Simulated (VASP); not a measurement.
Given:

```
CELL_PARAMETERS angstrom
      0.00000     2.98228     2.98228
      2.98228     0.00000     2.98228
      2.98228     2.98228     0.00000
ATOMIC_POSITIONS crystal
  Zr 0.00000 0.00000 0.00000
  Se 0.25000 0.25000 0.25000
```

Calculation: PBEsol GGA, VASP's PBE PAW potentials (set 64) (plane waves; VASP). Numerical set-up: 400 eV cut-off, 12×12×12 Γ-centred mesh, tetrahedra with Blöchl corrections, potentials Zr_sv Se.

Problem. Estimate the energy per atom (σ→0), band gap (on the k-mesh) with the smallest direct gap where there is one.

Solution. 
- band gap (on the k-mesh) = none (metal, semimetal or under 0.01 eV)
- energy per atom (σ→0) = -7.072 eV/atom

Only differences to runs with the same potentials and settings are physical.

The structure was generated: ZrSe was put into the zinc blende type (F-43m), which need not be its known phase. It was relaxed first, which changed the volume by -33 %.
